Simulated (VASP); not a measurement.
# Ba2TeS: structure and properties in VASP, part 3 of 3

Wanted: the relaxed cell of Ba2TeS and its properties. The cell is invented: it takes the structure of COD entry 1010423, BaTe (space group 225 there), with some of its atoms replaced by other elements, volume scaled by an estimate. It may not be a known or stable phase. The atoms of the start are displaced at random from the sites of a P4/mmm cell.

VASP 6.6.1; r2SCAN with D4; plane waves and PAW (Ba_sv, Te, S); invented cell.

So far, gap on the k-mesh (eV): step 2 (rough relaxation of the start cell) 2.06; step 3 (relaxing cell and atoms (r2SCAN + D4)) 2.06.

## Step 5: Bands along the symmetry lines (r2SCAN + D4)

The mesh alone shows little of the dispersion and can miss band extrema, so KPOINTS_OPT adds a path through the symmetry points after the self-consistent cycle.

Contents of INCAR:

```
SYSTEM = Ba2TeS
PREC = Accurate
ENCUT = 400
EDIFF = 1E-06
NELM = 100
ISMEAR = 0
SIGMA = 0.05
LREAL = .FALSE.
ALGO = Normal
METAGGA = R2SCAN
IVDW = 13
VDW_S6 = 1
VDW_S8 = 0.6018749
VDW_A1 = 0.51559235
VDW_A2 = 5.77342911
LASPH = .TRUE.
NBANDS = 30
LORBIT = 11
LWAVE = .FALSE.
LCHARG = .FALSE.
KPAR = 2
```

Contents of POSCAR:

```
Ba2TeS
1.0
    4.7975877600      0.0000000000      0.0000000000
    0.0000000000      6.7839051900      0.0000000000
    0.0000000000      0.0000000000      4.7974472500
Ba Te S
2 1 1
Direct
    0.5000000000      0.0000000000      0.4989927380
    0.0000000000      0.5000000000      0.0000961200
    0.5000000000      0.5000000000      0.4999141800
    0.0000000000      0.0000000000      0.9983179620
```

Contents of KPOINTS:

```
Automatic mesh
0
Gamma
6 4 6
0 0 0
```

Contents of KPOINTS_OPT:

```
Line mode
16
Line-mode
Reciprocal
  0.00000000   0.00000000   0.00000000 GAMMA
  0.50000000   0.00000000   0.00000000 X

  0.50000000   0.00000000   0.00000000 X
  0.50000000   0.00000000   0.50000000 M

  0.50000000   0.00000000   0.50000000 M
  0.00000000   0.00000000   0.00000000 GAMMA

  0.00000000   0.00000000   0.00000000 GAMMA
  0.00000000   0.50000000   0.00000000 Z

  0.00000000   0.50000000   0.00000000 Z
  0.50000000   0.50000000   0.00000000 R

  0.50000000   0.50000000   0.00000000 R
  0.50000000   0.50000000   0.50000000 A

  0.50000000   0.50000000   0.50000000 A
  0.00000000   0.50000000   0.00000000 Z

  0.50000000   0.00000000   0.00000000 X
  0.50000000   0.50000000   0.00000000 R

  0.50000000   0.00000000   0.50000000 M
  0.50000000   0.50000000   0.50000000 A
```

PAW data sets: Ba_sv, Te and S (PBE family, release 64).

Command:

```sh
mpirun -np 2 vasp_std
```

What it wrote:

```text
[... set-up lines as in an earlier step ...]
 entering main loop
       N       E                     dE             d eps       ncg     rms          rms(c)
DAV:   1     0.866935934645E+02    0.86694E+02   -0.11036E+04  2880   0.740E+02
DAV:   2    -0.904186934769E+02   -0.17711E+03   -0.16476E+03  3982   0.167E+02
DAV:   3    -0.102145187116E+03   -0.11726E+02   -0.11611E+02  3874   0.441E+01
DAV:   4    -0.102511038440E+03   -0.36585E+00   -0.36512E+00  4282   0.689E+00
DAV:   5    -0.102515812471E+03   -0.47740E-02   -0.47732E-02  3740   0.691E-01    0.622E+00
DAV:   6    -0.948398655757E+02    0.76759E+01   -0.26136E+00  3794   0.720E+00    0.454E+00
DAV:   7    -0.948479164441E+02   -0.80509E-02   -0.72689E-01  3708   0.338E+00    0.288E+00
DAV:   8    -0.948609876963E+02   -0.13071E-01   -0.54557E-02  3262   0.104E+00    0.193E+00
DAV:   9    -0.948707060488E+02   -0.97184E-02   -0.18023E-02  3234   0.716E-01    0.373E-01
DAV:  10    -0.948705622281E+02    0.14382E-03   -0.46098E-04  3862   0.111E-01    0.201E-01
DAV:  11    -0.948710453395E+02   -0.48311E-03   -0.89669E-04  3282   0.154E-01    0.809E-02
DAV:  12    -0.948710127595E+02    0.32580E-04   -0.10085E-04  3288   0.434E-02    0.597E-02
DAV:  13    -0.948710144067E+02   -0.16471E-05   -0.13806E-05  3176   0.126E-02    0.243E-02
DAV:  14    -0.948710204996E+02   -0.60929E-05   -0.11696E-05  3222   0.172E-02    0.507E-03
DAV:  15    -0.948710210915E+02   -0.59190E-06   -0.83889E-07  2708   0.335E-03
   1 F= -.95208589E+02 E0= -.95208589E+02  d E =-.968875E-15
 Start KPOINTS_OPT (optional k-point list driver)
k-point batch [1-48\144]
       N       E                     dE             ncg
DAV:   1    -0.327848666828E+04   -0.27057E+05     2880
DAV:   2    -0.118250478644E+05   -0.85466E+04     3966
DAV:   3    -0.123323359660E+05   -0.50729E+03     3696
DAV:   4    -0.123446541875E+05   -0.12318E+02     4104
DAV:   5    -0.123447878821E+05   -0.13369E+00     3532
DAV:   6    -0.123447923769E+05   -0.44948E-02     3880
DAV:   7    -0.123447925637E+05   -0.18678E-03     3384
DAV:   8    -0.123447925709E+05   -0.72205E-05     2550
DAV:   9    -0.123447925713E+05   -0.39954E-06     2036
[...]
k-point batch [97-144\144]
       N       E                     dE             ncg
DAV:   1    -0.347204486995E+04   -0.36353E+05     2880
DAV:   2    -0.119730818386E+05   -0.85010E+04     3940
DAV:   3    -0.124670215660E+05   -0.49394E+03     3806
DAV:   4    -0.124820241960E+05   -0.15003E+02     4344
DAV:   5    -0.124821557736E+05   -0.13158E+00     3686
DAV:   6    -0.124821587490E+05   -0.29754E-02     4134
DAV:   7    -0.124821588001E+05   -0.51118E-04     3552
DAV:   8    -0.124821588023E+05   -0.21887E-05     2798
DAV:   9    -0.124821588025E+05   -0.18367E-06     2226
```

Run time: 5 min. Hardware: 2 MPI ranks of AMD EPYC 9R45, shared host; peak memory 0.69 GiB.

OUTCAR, selected parts (step 5):

```text
   k-points           NKPTS =     48   k-points in BZ     NKDIM =     48   number of bands    NBANDS=     30

   NELECT =      32.0000    total number of electrons

 E-fermi :   1.8092

 k-point     1 :       0.0000    0.0000    0.0000
  band No.  band energies     occupation
    ...
     12       1.2426      2.00000
     13       1.2427      2.00000
     14       1.5179      2.00000
     15       1.5506      2.00000
     16       1.5507      2.00000
     17       3.6152      0.00000
     18       5.1270      0.00000
     19       5.2611      0.00000
     20       5.2614      0.00000
     21       5.3593      0.00000
    ...

  DFT-D4 for vdW energy calculation

  Edisp (eV):   -0.33757

  Total      -0.03887     0.02820    -0.03826     0.00000     0.00000     0.00000
  in kB      -0.39885     0.28939    -0.39259     0.00000     0.00000     0.00000
  external pressure =       -0.17 kB  Pullay stress =        0.00 kB

 POSITION                                       TOTAL-FORCE (eV/Angst)
 -----------------------------------------------------------------------------------
      2.39879      0.00000      2.39389         0.000000      0.000000      0.001119
      0.00000      3.39195      0.00046         0.000000      0.000000     -0.009460
      2.39879      3.39195      2.39831         0.000000      0.000000      0.001495
      0.00000      0.00000      4.78938         0.000000      0.000000      0.006847
 -----------------------------------------------------------------------------------
    total drift:                                0.000000      0.000000      0.000506

  FREE ENERGIE OF THE ION-ELECTRON SYSTEM (eV)
  ---------------------------------------------------
  free  energy   TOTEN  =       -95.2085891533 eV

  energy  without entropy=      -95.2085891533  energy(sigma->0) =      -95.20858915

[... 8 parts as in an earlier step ...]

[... 8 further parts left out ...]
```

Within 0.02 Å the cell has space group P4/mmm; at a tight tolerance a small distortion makes it Pmm2. Spin-orbit coupling is off here; with elements this heavy it splits and shifts levels by tenths of an eV or more.

This step gave:

```yaml
bands: 30
fermi_energy: 1.809 eV
pressure: -0.01673 GPa
least_gap_on_mesh_and_path: 2.065 eV
least_direct_gap_on_mesh_and_path: 2.065 eV
```

The electronic bands at the labelled points (eV, zero at the valence-band top; v1 is the highest filled band, c1 the lowest empty one):

| point | v4 | v3 | v2 | v1 | c1 | c2 | c3 | c4 |
| --- | --- | --- | --- | --- | --- | --- | --- | --- |
| Γ | -0.31 | -0.03 | 0.00 | 0.00 | 2.06 | 3.58 | 3.71 | 3.71 |
| 0.53 of the way | -0.85 | -0.76 | -0.58 | -0.27 | 3.32 | 3.74 | 4.09 | 4.40 |
| X | -1.14 | -0.85 | -0.69 | -0.59 | 4.09 | 4.81 | 4.91 | 5.08 |
| 0.47 of the way | -0.78 | -0.68 | -0.53 | -0.48 | 2.91 | 3.08 | 5.35 | 5.39 |
| M | -0.32 | -0.30 | -0.30 | -0.27 | 2.13 | 2.13 | 5.28 | 5.33 |
| 0.47 of the way | -0.79 | -0.74 | -0.28 | -0.27 | 2.68 | 3.95 | 4.42 | 4.67 |
| Γ | -0.31 | -0.03 | 0.00 | 0.00 | 2.06 | 3.58 | 3.71 | 3.71 |
| 0.47 of the way | -0.31 | -0.31 | -0.09 | -0.09 | 2.18 | 3.52 | 3.96 | 4.15 |
| Z | -0.30 | -0.30 | -0.21 | -0.21 | 2.42 | 3.11 | 4.39 | 4.62 |
| 0.53 of the way | -0.88 | -0.83 | -0.82 | -0.66 | 3.61 | 3.98 | 5.22 | 5.43 |
| R | -1.22 | -1.05 | -0.98 | -0.91 | 4.94 | 5.30 | 5.32 | 5.48 |
| 0.47 of the way | -1.05 | -0.89 | -0.89 | -0.81 | 4.25 | 4.60 | 4.76 | 4.93 |
| A | -0.85 | -0.85 | -0.68 | -0.68 | 3.88 | 3.88 | 4.51 | 4.51 |
| 0.47 of the way | -0.94 | -0.94 | -0.73 | -0.59 | 4.20 | 4.73 | 4.95 | 4.98 |
| Z | -0.30 | -0.30 | -0.21 | -0.21 | 2.42 | 3.11 | 4.39 | 4.62 |
| jump to X | -1.14 | -0.85 | -0.69 | -0.59 | 4.09 | 4.81 | 4.91 | 5.08 |
| 0.47 of the way | -1.17 | -0.91 | -0.88 | -0.78 | 4.29 | 4.76 | 5.27 | 5.34 |
| R | -1.22 | -1.05 | -0.98 | -0.91 | 4.94 | 5.30 | 5.32 | 5.48 |
| jump to M | -0.32 | -0.30 | -0.30 | -0.27 | 2.13 | 2.13 | 5.28 | 5.33 |
| 0.47 of the way | -0.80 | -0.64 | -0.47 | -0.47 | 2.67 | 2.67 | 5.50 | 5.83 |
| A | -0.85 | -0.85 | -0.68 | -0.68 | 3.88 | 3.88 | 4.51 | 4.51 |

Of the projections kept (Ba, Te, S), the largest for each band there; the rest of the weight can lie on other orbitals:

| point | v4 | v3 | v2 | v1 | c1 | c2 | c3 | c4 |
| --- | --- | --- | --- | --- | --- | --- | --- | --- |
| Γ | S 0.68 | S 0.54 | Te 0.68 | Te 0.68 | Ba 0.92 | Ba 0.47 | Ba 0.95 | Ba 0.95 |
| X | Te 0.79 | S 0.86 | Te 0.82 | S 0.88 | Ba 0.69 | Ba 0.73 | Ba 0.94 | Ba 1.00 |
| M | S 0.94 | S 0.57 | S 0.57 | Te 0.90 | Ba 0.94 | Ba 0.94 | Ba 0.90 | Ba 0.78 |
| Γ | S 0.68 | S 0.54 | Te 0.68 | Te 0.68 | Ba 0.92 | Ba 0.47 | Ba 0.95 | Ba 0.95 |
| Z | S 0.94 | S 0.94 | Te 0.90 | Te 0.90 | Ba 0.90 | Ba 1.00 | Ba 0.72 | Ba 0.89 |
| R | Te 0.78 | S 0.49 | S 0.71 | S 0.85 | Ba 0.53 | Ba 0.72 | Te 0.51 | Ba 0.78 |

The path finds the gap of the mesh within 0.02 eV, so the mesh comes close to both band edges.

## Step 6: Total and projected DOS (r2SCAN + D4)

Here the states are counted by energy and projected on the atoms. The mesh is finer than in the run before.

Edit INCAR of step 5 so:

```diff
@@ -5,3 +5,3 @@
 NELM = 100
-ISMEAR = 0
+ISMEAR = -5
 SIGMA = 0.05
@@ -21 +21,2 @@
 KPAR = 2
+NEDOS = 2001
```

POSCAR is that of step 5.

Contents of KPOINTS:

```
Automatic mesh
0
Gamma
8 6 8
0 0 0
```

Command:

```sh
mpirun -np 2 vasp_std
```

What it wrote:

```text
[... set-up lines as in an earlier step ...]
 entering main loop
       N       E                     dE             d eps       ncg     rms          rms(c)
DAV:   1     0.900952915792E+02    0.90095E+02   -0.11036E+04  6000   0.741E+02
DAV:   2    -0.902339235144E+02   -0.18033E+03   -0.16763E+03  8286   0.168E+02
DAV:   3    -0.102126492016E+03   -0.11893E+02   -0.11768E+02  7988   0.444E+01
DAV:   4    -0.102512916521E+03   -0.38642E+00   -0.38564E+00  8990   0.705E+00
DAV:   5    -0.102516878353E+03   -0.39618E-02   -0.39613E-02  7838   0.656E-01    0.622E+00
DAV:   6    -0.948413718064E+02    0.76755E+01   -0.26241E+00  7880   0.720E+00    0.454E+00
DAV:   7    -0.948485378613E+02   -0.71661E-02   -0.72103E-01  7724   0.339E+00    0.287E+00
DAV:   8    -0.948617575213E+02   -0.13220E-01   -0.55619E-02  6810   0.105E+00    0.194E+00
DAV:   9    -0.948714456349E+02   -0.96881E-02   -0.18120E-02  6738   0.713E-01    0.363E-01
DAV:  10    -0.948713366046E+02    0.10903E-03   -0.45781E-04  8226   0.110E-01    0.200E-01
DAV:  11    -0.948718144332E+02   -0.47783E-03   -0.87961E-04  6792   0.152E-01    0.783E-02
DAV:  12    -0.948717819600E+02    0.32473E-04   -0.99439E-05  6888   0.429E-02    0.593E-02
DAV:  13    -0.948717832614E+02   -0.13014E-05   -0.12689E-05  6502   0.120E-02    0.253E-02
DAV:  14    -0.948717903231E+02   -0.70617E-05   -0.13029E-05  6708   0.183E-02    0.511E-03
DAV:  15    -0.948717909009E+02   -0.57782E-06   -0.88608E-07  5832   0.347E-03
   1 F= -.95209359E+02 E0= -.95209359E+02  d E =0.000000E+00
```

Elapsed: 4.4 min, on 2 MPI ranks; peak memory 0.82 GiB; 8.7 min of CPU time.

Parts of OUTCAR (step 6):

```text
   k-points           NKPTS =    100   k-points in BZ     NKDIM =    100   number of bands    NBANDS=     30

   NELECT =      32.0000    total number of electrons

 E-fermi :   1.5608

 k-point     1 :       0.0000    0.0000    0.0000
  band No.  band energies     occupation
    ...
     12       1.2425      2.00000
     13       1.2426      2.00000
     14       1.5177      2.00000
     15       1.5503      2.00000
     16       1.5503      2.00000
     17       3.6151      0.00000
     18       5.1270      0.00000
     19       5.2612      0.00000
     20       5.2614      0.00000
     21       5.3594      0.00000
    ...

  DFT-D4 for vdW energy calculation

  Edisp (eV):   -0.33757

  Total      -0.04045     0.02249    -0.03984     0.00000     0.00000     0.00000
  in kB      -0.41502     0.23081    -0.40879     0.00000     0.00000     0.00000
  external pressure =       -0.20 kB  Pullay stress =        0.00 kB

 POSITION                                       TOTAL-FORCE (eV/Angst)
 -----------------------------------------------------------------------------------
      2.39879      0.00000      2.39389         0.000000      0.000000      0.001124
      0.00000      3.39195      0.00046         0.000000      0.000000     -0.009477
      2.39879      3.39195      2.39831         0.000000      0.000000      0.001493
      0.00000      0.00000      4.78938         0.000000      0.000000      0.006860
 -----------------------------------------------------------------------------------
    total drift:                                0.000000      0.000000      0.000506

  FREE ENERGIE OF THE ION-ELECTRON SYSTEM (eV)
  ---------------------------------------------------
  free  energy   TOTEN  =       -95.2093589627 eV

  energy  without entropy=      -95.2093589627  energy(sigma->0) =      -95.20935896

[... 6 parts as in an earlier step ...]

[... 10 further parts left out ...]
```

Numbers from this step:

| Item | Value |
| --- | --- |
| irreducible k-points | 100 |
| free energy (TOTEN) | -95.2094 eV |
| Fermi energy | 1.561 eV |
| pressure | -0.01977 GPa |

The density of states has structure finer than the step of the table below, so its rows give means over 0.5 eV, whole bins alone (the curve runs from -12.0 to 5.34 eV). Peaks (eV: height): total -10.23: 6.78, -9.23: 4.26, -0.82: 16.4; S p -0.82: 4.05; Ba d -0.82: 0.762; Te p -1.57: 1.38, -0.91: 2.60; Ba p -10.23: 0.936, -9.14: 0.545, -0.82: 0.389.

States under -12.0 eV and over 5.3 eV are left out. Table of density of states by energy, zero at the valence-band top; means over each step; 7 of 8 lines; values in states/eV/cell:

| energy (eV) | total | S p | Ba d | Te p | Ba p | Ba s | S s |
| --- | --- | --- | --- | --- | --- | --- | --- |
| -11.0 | 0 | 0 | 0 | 0 | 0 | 0 | 0 |
| -10.5 | 2.43 | 3.5e-4 | 0.00676 | 0 | 0.255 | 0.00356 | 1.45 |
| -10.0 | 1.58 | 1.8e-4 | 0.00264 | 0 | 0.228 | 0.00124 | 0.912 |
| -9.5 | 2.21 | 0 | 0.0167 | 0.00119 | 0.209 | 0.00753 | 0.00166 |
| -9.0 | 1.78 | 0 | 0.00798 | 8.9e-4 | 0.250 | 0.00318 | 2.4e-4 |
| -8.5 | 0 | 0 | 0 | 0 | 0 | 0 | 0 |
| -8.0 | 0 | 0 | 0 | 0 | 0 | 0 | 0 |
| -7.5 | 0 | 0 | 0 | 0 | 0 | 0 | 0 |
| -7.0 | 0 | 0 | 0 | 0 | 0 | 0 | 0 |
| -6.5 | 0 | 0 | 0 | 0 | 0 | 0 | 0 |
| -6.0 | 0 | 0 | 0 | 0 | 0 | 0 | 0 |
| -5.5 | 0 | 0 | 0 | 0 | 0 | 0 | 0 |
| -5.0 | 0 | 0 | 0 | 0 | 0 | 0 | 0 |
| -4.5 | 0 | 0 | 0 | 0 | 0 | 0 | 0 |
| -4.0 | 0 | 0 | 0 | 0 | 0 | 0 | 0 |
| -3.5 | 0 | 0 | 0 | 0 | 0 | 0 | 0 |
| -3.0 | 0 | 0 | 0 | 0 | 0 | 0 | 0 |
| -2.5 | 0 | 0 | 0 | 0 | 0 | 0 | 0 |
| -2.0 | 1.17 | 0.0629 | 0.0407 | 0.308 | 0.0102 | 0.0338 | 6.0e-4 |
| -1.5 | 4.52 | 0.444 | 0.152 | 1.08 | 0.0773 | 0.0971 | 0.00276 |
| -1.0 | 9.37 | 1.87 | 0.446 | 1.72 | 0.228 | 0.0312 | 0.00223 |
| -0.5 | 8.51 | 2.34 | 0.263 | 1.20 | 0.209 | 0.00682 | 0.00162 |
| 0.0 | 0.435 | 0.0964 | 0.00759 | 0.101 | 0.00797 | 5.6e-5 | 1.2e-5 |
| 0.5 | 0 | 0 | 0 | 0 | 0 | 0 | 0 |
| 1.0 | 0 | 0 | 0 | 0 | 0 | 0 | 0 |
| 1.5 | 0 | 0 | 0 | 0 | 0 | 0 | 0 |
| 2.0 | 0.0199 | 1.1e-4 | 0.00543 | 1.7e-4 | 0 | 0 | 0 |
| 2.5 | 0.679 | 0.00684 | 0.188 | 0.00836 | 1.4e-4 | 2.6e-4 | 6.5e-5 |
| 3.0 | 1.33 | 0.0215 | 0.376 | 0.0208 | 0.00147 | 0.00105 | 4.7e-4 |
| 3.5 | 2.41 | 0.0538 | 0.696 | 0.0378 | 0.00713 | 0.00571 | 0.00432 |
| 4.0 | 2.98 | 0.0707 | 0.841 | 0.0500 | 0.0178 | 0.0227 | 0.0194 |
| 4.5 | 3.45 | 0.0600 | 1.06 | 0.0576 | 0.0251 | 0.0462 | 0.0406 |
| 5.0 | 5.15 | 0.137 | 1.81 | 0.0918 | 0.0352 | 0.0680 | 0.0616 |

The gap on this mesh is 2.06 eV. In the top eV of the valence band the largest shares in the PAW spheres are S p 25 % and Te p 16 %. The rest lies in smaller channels or between the spheres.

## Step 7: Elastic tensor by finite strains (r2SCAN + D4)

IBRION = 6 with ISIF = 3 strains the cell both ways at fixed fractional positions, and adds the ions' share afterwards from the force constants. Stress converges slowly with the basis, so the cutoff is raised.

Contents of INCAR:

```
SYSTEM = Ba2TeS
PREC = Accurate
ENCUT = 500
EDIFF = 1E-07
NELM = 100
ISMEAR = 0
SIGMA = 0.05
LREAL = .FALSE.
ALGO = Normal
METAGGA = R2SCAN
IVDW = 13
VDW_S6 = 1
VDW_S8 = 0.6018749
VDW_A1 = 0.51559235
VDW_A2 = 5.77342911
LASPH = .TRUE.
NBANDS = 22
LORBIT = 11
LWAVE = .FALSE.
LCHARG = .FALSE.
KPAR = 2
IBRION = 6
NFREE = 2
POTIM = 0.015
ISIF = 3
NSW = 1
```

POSCAR is that of step 6.

Contents of KPOINTS:

```
Automatic mesh
0
Gamma
6 4 6
0 0 0
```

Command:

```sh
mpirun -np 2 vasp_std
```

What it wrote:

```text
[... set-up lines as in an earlier step ...]
 entering main loop
       N       E                     dE             d eps       ncg     rms          rms(c)
DAV:   1     0.127812563748E+03    0.12781E+03   -0.13030E+04  2112   0.120E+03
DAV:   2    -0.852704465362E+02   -0.21308E+03   -0.20209E+03  2904   0.229E+02
DAV:   3    -0.101855744844E+03   -0.16585E+02   -0.16459E+02  2834   0.682E+01
DAV:   4    -0.102508455913E+03   -0.65271E+00   -0.65176E+00  3330   0.119E+01
[...]
DAV:  14    -0.948720074882E+02   -0.85384E-05   -0.21540E-05  2538   0.310E-02    0.705E-03
DAV:  15    -0.948720082747E+02   -0.78642E-06   -0.16763E-06  2980   0.565E-03    0.112E-02
DAV:  16    -0.948720082364E+02    0.38276E-07   -0.23665E-07  2250   0.251E-03
   1 F= -.95209576E+02 E0= -.95209576E+02  d E =-.257033E-12
[... from here on, the cycles between the ionic steps are left out ...]
   2 F= -.95202232E+02 E0= -.95202232E+02  d E =-.265387E-11
   4 F= -.95201171E+02 E0= -.95201171E+02  d E =-.295661E-19
   7 F= -.95203001E+02 E0= -.95203001E+02  d E =-.169895E-10
  10 F= -.95208008E+02 E0= -.95208008E+02  d E =-.416266E-11
  13 F= -.95205505E+02 E0= -.95205505E+02  d E =-.225117E-20
  16 F= -.95208922E+02 E0= -.95208922E+02  d E =-.982017E-12
  19 F= -.95209472E+02 E0= -.95209472E+02  d E =-.996502E-12
  22 F= -.95209456E+02 E0= -.95209456E+02  d E =-.972999E-12
  25 F= -.95209201E+02 E0= -.95209201E+02  d E =-.970705E-12
  28 F= -.95209082E+02 E0= -.95209082E+02  d E =-.994031E-12
  31 F= -.95209124E+02 E0= -.95209124E+02  d E =-.987057E-12
  34 F= -.95209401E+02 E0= -.95209401E+02  d E =-.999310E-12
  35 F= -.95209401E+02 E0= -.95209401E+02  d E =-.997249E-12
[...]
hard stop encountered!  aborting job ...
[...]
|     The electronic self-consistency was not achieved in the given           |
[...]
soft stop encountered!  aborting job ...
  36 F= -.95209579E+02 E0= -.95209579E+02  d E =-.100967E-11
 deleting file STOPCAR
```

The job ended after 66 min (2 MPI ranks; peak memory 0.96 GiB).

The run was stopped at its time limit, by a STOPCAR file.

More ranks or a longer limit would be the way on.

## Step 8: Results

- relaxed volume: 39.03 Å³/atom
- relaxed conventional cell a, b, c: 4.798, 4.798, 6.784 Å
- space group after relaxing, within 0.02 Å (lengths above averaged to it): P4/mmm (No. 123)
- band gap: 2.06 eV, direct
- gap among the points of the DOS mesh alone, an upper bound: 2.06 eV

In words: With r2SCAN + D4, Ba2TeS relaxes to 39.03 Å³/atom in space group P4/mmm and has a direct gap of 2.06 eV. Not obtained: elastic tensor by finite strains (r2SCAN + D4), because the run hit its time limit. Bands along the symmetry lines (r2SCAN + D4): On this path the gap is direct, 2.06 eV, with the valence top at Γ and the conduction bottom at Γ. Spin-orbit coupling is left out, and with elements this heavy it would split and shift bands near the edges, and it can change the kind of a small gap. No search among competing phases was made. All values are for a static lattice at zero temperature.

[Lines on the potential files, build, host, timing and source positions are cut from VASP's logs without a mark.]

[Logs are printed without paths, hosts, clocks, repeated set-up lines and the standing remarks that a program may print on its own settings, such as how far it seeks lower states.]

[Hosts, paths, dates, database ids (printed as entryN), source tags and the programs' standing remarks are cut or masked in the printed files.]

[A measured line is paired with the nearest computed mode of its activity, which favours agreement.]
